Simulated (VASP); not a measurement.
All values below come from LDA (Ceperley-Alder, Perdew-Zunger), VASP's LDA PAW potentials (set 64) (plane waves; VASP). Each cell was relaxed at this level.

Which of these has an unstable (imaginary) mode at Γ?
A. PbI2, P6_3mc (186)
B. Si, I4_1/amd (141)
C. KCl, Fm-3m (225)
D. BaTiO3, Pm-3m (221)

D, BaTiO3, Pm-3m (221). Its optical Γ-point modes are 157i (×3), 185 (×3), 290 (×3), 477 (×3) cm⁻¹.
